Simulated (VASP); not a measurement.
Here is a VASP 6.6.1 calculation.

Contents of INCAR:

```
  ALGO = Normal
  EDIFF = 1E-7
  ENCUT = 520
  GGA = PE
  ISIF = 2
  ISMEAR = -1
  ISPIN = 2
  LASPH = T
  LCHARG = T
  LELF = T
  LMAXMIX = 4
  LORBIT = 11
  LREAL = F
  LVHAR = T
  LWAVE = F
  MAGMOM = 0 2 0 0 0 0 0
  NBANDS = 40
  NELM = 100
  PREC = Accurate
  SIGMA = 0.05
```

File KPOINTS:

```
k-points
0
Gamma
  5 9 5
```

POSCAR

```
MgVSnO4
1.0
    5.2180441702      0.0000000000      0.0000000000
    0.0000000000      3.1193397647      0.0000000000
   -0.1120379789      0.0000000000      5.2334326566
Sn V Mg O
1 1 1 4
Direct
    0.5000000000      0.0000000000      0.5000000000
    0.0000000000      0.5000000000      0.0000000000
    0.0000000000      0.5000000000      0.5000000000
    0.8486520000      0.0000000000      0.7312570000
    0.6714000000      0.5000000000      0.2937450000
    0.1513480000      0.0000000000      0.2687430000
    0.3286000000      0.5000000000      0.7062550000
```

Potentials or basis: VASP PAW PBE potentials, release 64 (Sn_d, V_sv, Mg, O).

Command:

```console
$ cat potpaw_PBE.64/Sn_d/POTCAR potpaw_PBE.64/V_sv/POTCAR potpaw_PBE.64/Mg/POTCAR potpaw_PBE.64/O/POTCAR > POTCAR
$ mpirun -np 1 vasp_std > vasp.out
```

Task: What does it give for the band gap on the k mesh?

Result: None (metal or under the smearing width).

Task: What does it give for the net moment?

Result: 2.90 μB per cell.

Task: Estimate the largest force.

Result: 0.705 eV/Å.

Forces in eV/Å, atoms in the order of the input:
```
Sn   0.000  0.000  0.000
V    0.000  0.000  0.000
Mg   0.000  0.000  0.000
O    0.441  0.000  0.550
O    0.394  0.000 -0.224
O   -0.441  0.000 -0.550
O   -0.394  0.000  0.224
```

Caveat: semilocal functionals often make such compounds metallic where correlation or magnetic order opens a gap, which also shifts bond lengths. With open d or f shells a metallic result of PBE can be an artefact of self-interaction; +U or a hybrid may open a gap.
